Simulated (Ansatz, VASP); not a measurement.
# HfTi2 (HfTi2 in the C11b ordering): VASP beside Ansatz

Aim: how closely do two programs agree when they are given the same cell, functional and k mesh? The cell is generated by rule, not measured, and may not be a known phase. The cell is taken from a series of runs on this material, whose earlier steps may have relaxed, scaled, displaced or heated it; both programs get it as it stands.

Program: Ansatz 0.2.0. Level of theory: plane waves, with VASP 6.6.1 beside it; zone-centre phonons at PBE. Results are calculated unless marked as measured.

The structure was built from a prototype and need not be the compound's stable phase.

### 1. Starting point

Symmetry: I4/mmm, No. 139, tetragonal system. The conventional cell has a = 3.453 Å, b = 3.453 Å, c = 9.600 Å, α = 90.00°, β = 90.00°, γ = 90.00°. Nearest to Hf lie 10 Ti at 2.99 to 3.04 Å. Nearest to Ti lie 4 Ti at 2.71 Å and 5 Hf at 2.99 to 3.04 Å. Farther neighbours are not listed.

### 2. Ansatz: zone-centre phonons, PBE

Ansatz runs on its default PAW (the set named soft_2) files.

Second derivatives magnify differences that forces hide, and they need a tight electronic threshold.

Input file input.yaml:

```yaml
crystal:
  lattice:
    - [3.452711549, 0.0, -1.7042e-06]
    - [0.0, 3.452711549, -1.7042e-06]
    - [1.7263581436, 1.7263581436, 4.7998807503]
  atoms:
    - { symbol: Hf, position: [0.0, 0.0, 0.0] }
    - { symbol: Ti, position: [0.6881967105, 0.6881967105, 0.6236065791] }
    - { symbol: Ti, position: [0.3118032895, 0.3118032895, 0.3763934209] }
kpoints:
  mp_grid: { grid: [6, 6, 6] }
hamiltonian:
  xc: pbe
scf:
  occupations: { method: methfessel_paxton, width: 0.2 }
output:
  eigenvalues: true
phonons:
  method: dfpt
  qmesh: [2, 2, 2]
  temperatures: { t_max: 1000, t_step: 50 }
  qpath:
    path:
      - [[0.0, 0.0, 0.0], [0.5, 0.5, 0.5], [0.5, 0.5, 0.75], [0.5, 0.0, 0.5], [0.0, 0.0, 0.0], [0.0, 0.0, 0.5], [0.43532009, 0.0, 0.71766005]]
      - [[0.56467991, 0.0, 0.28233995], [0.0, 0.0, 0.0]]
      - [[0.5, 0.5, 0.5], [0.56467991, 0.43532009, 0.5]]
      - [[0.43532009, 0.43532009, 0.93532009], [0.0, 0.0, 0.5]]
    npoints: 10
```

The run is started by

```bash
> ansatz run input.yaml --threads 4 --pin off --max-ram 8192MiB --backend cpu --events-out ev --progress --plain --runs-dir out
```

Numbers of over 12 decimals in the logs are rounded to 6 here.

The log of the run:

```text
Warning: phonons: the dynamical matrix that this run interpolates holds no multipole term above the dipole-dipole one, and a site of this crystal is no centre of inversion, so its interpolated transverse optical and acoustic branches and sound speeds can stay off near Gamma, and the density of states and the thermodynamics with them. What a run solves at a wave vector of phonons.qpoints, Gamma apart, where the deck admits one, is free of this, and under fd what a larger phonons.supercell samples
Engine: ansatz 0.2.0, aarch64-unknown-linux-gnu
Pseudopotentials: kind: paw
Pseudopotential: Hf, paw, valence charge 26, recommended cutoff 420 eV (normal), Hf.paw.azcp
Pseudopotential: Ti, paw, valence charge 12, recommended cutoff 420 eV (normal), Ti.paw.azcp
Functional definition: PBE
  parameter kappa = 0.804
  parameter beta = 0.066725
  exchange = pbe_x(kappa = kappa, mu = beta*pi^2/3)
  correlation = pbe_c(beta = beta)
Crystal: 3 atoms, lattice volume = 57.220 Å³
Basis set: ecut = 420 eV, 1105 PW (Γ), exchange–correlation on 72×72×72 points (8 copies of the dense FFT grid, shifted against one another)
Bands: 30, of which v1, the nominal top of the filled ones, is band 25 counted from 1 (24 counted from 0)
Symmetry: 16 space group operations
k-points: 30 of 216
Non-local potential: Hf, projectors of the file, l = 0: 3, l = 1: 2, l = 2: 2, l = 3: 3
Non-local potential: Ti, projectors of the file, l = 0: 3, l = 1: 2, l = 2: 3, l = 3: 1
PAW form: soft (Blöchl's): semilocal exchange-correlation on the pseudo side does not see the compensation charge
PAW one-centre angular grid: Hf, 590 points (default); XC on 64 Gauss nodes
PAW one-centre angular grid: Ti, 590 points (default); XC on 64 Gauss nodes
Initial density: superposition of atomic densities (neutral atoms: chi_scale 0, normalization atom), corrected by the library's trained network
Initial wavefunctions: pseudopotential atomic-orbital guess
Functional: x = pbe(κ = 0.804, μ = 0.219515), c = pbe(β = 0.066725)
SCF iter   1: F=—  HF=-20720.450244 eV  |F-HF|=—  |Δ(HF+E_count)|=         —  Δρ=9.86e-3  dr2=1.52e-1  ethr=1.77e-3  ⟨swp⟩=3.2  Hψ=2658  notcnv=0
preconditioner: auto → Kerker (q_TF=auto, 2.668 Å⁻¹)  [metal: Δε(μ)=0.011 eV  Ē_g=8.213 eV  σ=0.200 eV  W_gap=0.05  n_scr=16 (ndim 8)  ℏωp=25.0 eV  f_vac=0.000  D(μ)=4.19/eV (n_scr^D=32)]
SCF iter   2: F=—  HF=-20720.437656 eV  |F-HF|=—  |Δ(HF+E_count)|=   1.26e-2  S|Δr|=    0.00e0  Δρ=4.40e-3  dr2=3.15e-2  ethr=3.04e-4  ⟨swp⟩=1.0  Hψ=1140  notcnv=0
SCF iter   3: F=—  HF=-20720.434425 eV  |F-HF|=—  |Δ(HF+E_count)|=   3.23e-3  S|Δr|=    0.00e0  Δρ=9.98e-4  dr2=8.60e-4  ethr=6.29e-5  ⟨swp⟩=2.2  Hψ=1073  notcnv=0
SCF iter   4: F=—  HF=-20720.434118 eV  |F-HF|=—  |Δ(HF+E_count)|=   3.07e-4  S|Δr|=    0.00e0  Δρ=6.53e-4  dr2=2.56e-4  ethr=1.72e-6  ⟨swp⟩=2.0  Hψ=1639  notcnv=0
SCF iter   5: F=—  HF=-20720.434035 eV  |F-HF|=—  |Δ(HF+E_count)|=   8.31e-5  S|Δr|=    0.00e0  Δρ=2.58e-4  dr2=4.17e-5  ethr=5.13e-7  ⟨swp⟩=2.0  Hψ=1206  notcnv=0
SCF iter   6: F=—  HF=-20720.434037 eV  |F-HF|=—  |Δ(HF+E_count)|=   1.85e-6  S|Δr|=    0.00e0  Δρ=4.46e-5  dr2=1.37e-6  ethr=8.34e-8  ⟨swp⟩=2.1  Hψ=1105  notcnv=0
SCF iter   7: F=—  HF=-20720.434029 eV  |F-HF|=—  |Δ(HF+E_count)|=   7.83e-6  S|Δr|=    0.00e0  Δρ=1.17e-5  dr2=8.72e-8  ethr=2.74e-9  ⟨swp⟩=2.0  Hψ=1597  notcnv=0
SCF iter   8: F=—  HF=-20720.434029 eV  |F-HF|=—  |Δ(HF+E_count)|=   1.35e-7  S|Δr|=    0.00e0  Δρ=2.77e-6  dr2=3.77e-9  ethr=1.74e-10  ⟨swp⟩=2.4  Hψ=1667  notcnv=0
SCF iter   9: F=—  HF=-20720.434029 eV  |F-HF|=—  |Δ(HF+E_count)|=  1.06e-10  S|Δr|=    0.00e0  Δρ=1.01e-6  dr2=5.08e-10  ethr=7.54e-12  ⟨swp⟩=2.0  Hψ=1638  notcnv=0
SCF iter  10: F=—  HF=-20720.434029 eV  |F-HF|=—  |Δ(HF+E_count)|=  4.69e-10  S|Δr|=    0.00e0  Δρ=3.45e-7  dr2=7.79e-11  ethr=1.02e-12  ⟨swp⟩=2.1  Hψ=1648  notcnv=0
SCF iter  11: F=—  HF=-20720.434029 eV  |F-HF|=—  |Δ(HF+E_count)|=    0.00e0  S|Δr|=    0.00e0  Δρ=7.54e-8  dr2=3.08e-12  ethr=1.00e-12  ⟨swp⟩=4.4  Hψ=4139  notcnv=0
SCF iter  12: F=-20720.434029 eV  HF=-20720.434029 eV  |F-HF|=3.64e-12  |Δ(HF+E_count)|=  1.46e-11  S|Δr|=    0.00e0  Δρ=1.87e-8  dr2=3.03e-13  ethr=1.00e-12  ⟨swp⟩=5.1  Hψ=3533  notcnv=0
SCF 1 converged in 12 iterations: F = -20720.434029 eV  dr2 = 3.03e-13
  greatest PAW one-centre occupation: 0.999 electrons in one spin orbital (limit 2), on the Ti atom at site 2 (counted from 0), in its partial waves of l = 0
Initial density: read from a saved state, or passed on in memory by an earlier SCF of this step, an earlier step, the calling program or the single point that the run made first
iter 1 solved again at ethr=8.27e-9 eV; its pass at ethr=3.10e-3 eV (dr2=4.13e-6 eV) is discarded
SCF iter   1: F=—  HF=-20720.434029 eV  |F-HF|=—  |Δ(HF+E_count)|=         —  Δρ=9.70e-8  dr2=6.28e-12  ethr=8.27e-9  ⟨swp⟩=3.5  Hψ=5472  notcnv=0
eigensolver tolerance schedule: the retry pair's looser diagonalisation over-reported the residual by 658189.68 of it (diagonalisation noise at an unbounded share of the residual, at the tolerance the schedule requests for it); recorded, not acted on — ethr = c·dr2/N_el stays at c = 1.0e-1
preconditioner: auto → Kerker (q_TF=auto, 2.668 Å⁻¹)  [metal: Δε(μ)=0.029 eV  Ē_g=8.302 eV  σ=0.200 eV  W_gap=0.12  n_scr=16 (ndim 8)  ℏωp=25.0 eV  f_vac=0.000  D(μ)=4.28/eV (n_scr^D=44)]
SCF iter   2: F=-20720.434029 eV  HF=-20720.434029 eV  |F-HF|=3.64e-12  |Δ(HF+E_count)|=   1.53e-9  S|Δr|=    0.00e0  Δρ=6.04e-8  dr2=3.75e-12  ethr=1.00e-12  ⟨swp⟩=5.4  Hψ=3571  notcnv=0
SCF 2 converged in 2 iterations: F = -20720.434029 eV  dr2 = 3.75e-12
phonons: the bands overlap, so this run is a metal and interpolates without the dipole-dipole term. If the crystal is really an insulator or semiconductor, its LO-TO splitting is missing
NSCF: frozen V_eff on 30 k-points
NSCF: frozen V_eff on 112 k-points
DFPT response loops at q = (0, 0, 0) (fractional): preconditioner auto → Kerker (q_TF=auto, 2.668 Å⁻¹) (partly filled bands, converged f_vac=0.000); β = 1.00, the filter's whole step (`scf.mixing.beta` (0.50) is not read by the response loops under this deck's `scf.mixing.preconditioner`; to damp them name `kerker` or `kerker_dos`, under which they read `scf.mixing.beta`, and type it under 1.00, their step now; both keys bind the ground state too); Broyden in place of MSR1
NSCF: frozen V_eff on 224 k-points
DFPT response loops at q = (0, 0, -0.5) (fractional): mixed as the last ones told, above
NSCF: frozen V_eff on 136 k-points
DFPT response loops at q = (0, -0.5, 0) (fractional): mixed as the last ones told, above
NSCF: frozen V_eff on 224 k-points
DFPT response loops at q = (-0.5, -0.5, 0) (fractional): mixed as the last ones told, above
SCF converged after 12 iterations
Stability not checked: this state was not tested for a lower state beside it, because cold or Methfessel-Paxton smearing, or corrected tetrahedra, fill the levels in a way that the test cannot read (fill_not_monotonic; see scf.lower_state_search)
Free energy (F): -20720.434029 eV
Harris-Foulkes:  -20720.434029 eV  (|F-HF|=3.64e-12)
Internal energy: -20720.440889 eV  (E = F + TS)
E sigma→0 (E₀):  -20720.435744 eV
Entropy (-TS):   0.006860 eV (2.287 meV/atom)
Fermi energy:    15.636338 eV
--- Per-component energies (eV) ---
  E_band       = -321.830939
  E_kinetic    = 969.902639
  E_local      = -7202.161240  (includes V_loc(G=0)·N_el)
  E_nonlocal   = -1227.360403
  E_hartree    = 3284.193750
  E_xc         = -495.006061
  E_vxc        = -510.026885  (∫ρ·V_xc dr)
  E_paw        = -9023.479635  (= ΣΔE_a)
  E_vpaw       = 1079.427166  (= ΣTr[D̂ρ^β])
  E_aug_tail   = 0.000253  (compensation charges beyond the density's cutoff)
  E_ewald      = -7026.530193
  E_smearing   = 0.006860  (= −TS)
  E_closure    = 0.000000  (closes the sum)
  Σ components = -20720.434029   (vs F -20720.434029, Δ=0.00e0)
--- Band table (eV; the first three rows and the last of 30) ---
  k-point 0: bands = [... 21 lower, 14.1561, 14.6386, 14.7627, 16.0423, 17.1194, 17.1194, 17.1358, 17.1358, ... 1 higher]
  k-point 1: bands = [... 21 lower, 13.7536, 14.3164, 15.3581, 16.0984, 16.7569, 16.7569, 17.0690, 17.0690, ... 1 higher]
  k-point 2: bands = [... 21 lower, 13.3760, 13.7987, 16.2262, 16.2628, 16.3777, 16.3777, 16.9694, 16.9694, ... 1 higher]
  k-point 29: bands = [... 21 lower, 14.3608, 14.6141, 15.2640, 15.6207, 15.8767, 16.0761, 16.2280, 17.6971, ... 1 higher]
--- Phonons (Γ-DFPT): 4 representative perturbations + reference (Σ response iterations 12) ---
  ASR residual: 6.924e-6 → 0.000e0 eV/Å²; symmetrization residual: 6.529e-4 eV/Å²
  ASR residual per site (eV/Å²): 6.92e-6 6.66e-6 6.66e-6
  Γ frequencies (cm⁻¹): 0.00 0.00 0.00 82.10 82.10 189.30 219.53 274.21 274.21
--- Phonons (arbitrary-q DFPT): 4 irreducible q on the 2×2×2 mesh ---
  q = [0.0000, 0.0000, 0.0000] (star 1, of the zone-centre solve; hermiticity 7.95e-5, symmetrization 3.98e-5): 0.00 0.00 0.00 82.10 82.10 189.30 219.53 274.21 274.21
  q = [0.0000, 0.0000, -0.5000] (star 1, 4 solved perturbations in 228 linear systems a pass and spin channel, the states on 112 of 216 k-point pairs; hermiticity 4.71e-4, symmetrization 2.36e-4): 49.40 49.40 87.97 87.97 112.72 158.72 234.85 253.68 253.68
  q = [0.0000, -0.5000, 0.0000] (star 4, 6 solved perturbations on 68 of 216 k-point pairs; hermiticity 8.79e-4, symmetrization 3.04e-4): 65.56 72.68 99.87 148.00 153.15 197.87 199.13 212.53 231.15
  q = [-0.5000, -0.5000, 0.0000] (star 2, 4 solved perturbations in 272 linear systems a pass and spin channel, the states on 112 of 216 k-point pairs; hermiticity 3.92e-4, symmetrization 1.96e-4): -114.51 -76.25 78.39 82.04 98.18 179.10 206.05 225.08 231.04
  sum rule: each row above includes the acoustic sum rule's correction from the zone centre's row sums; it moved no ω² by more than (0.19 cm⁻¹)²
  mesh force constants: q→R imaginary residual 2.82e-17; ASR residual 6.924e-6 → 0.000e0 eV/Å²; symmetrization residual 3.553e-15 eV/Å²
  interpolated dispersion: 94 rows × 9 modes
  density of states and harmonic sums: on the 20×20×14 q-mesh, interpolated from the force constants of a 2×2×2 supercell (no non-analytic term)
  largest difference from the sums on the solved wave vectors: F 1.47e-1 eV, S 1.95e-4 and C_V 5.18e-5 eV/K
  zero-point energy: 0.079017 eV/cell   skipped modes (ω ≤ 0): 432, of them read as no rigid motion or as one in doubt: 429 (3.093e-1 modes/cell left out, lowest -114.51 cm⁻¹)   left out of the sums: 3.44e-2 of the cell's modes: C_V's classical limit lies that fraction below 3 k_B per atom; for a crystal, a wire or a layer, F and S can be off by more, and a phonons.interpolated_qmesh denser along its periods is the remedy for the sampling
```

(Part 1 of 2 ends here.)

[Lines on the potential files, build, host, timing and source positions are cut from VASP's logs without a mark.]

[Logs are printed without paths, hosts, clocks, repeated set-up lines and the standing remarks that a program may print on its own settings, such as how far it seeks lower states.]

[Hosts, paths, dates, database ids (printed as entryN), source tags and the programs' standing remarks are cut or masked in the printed files.]
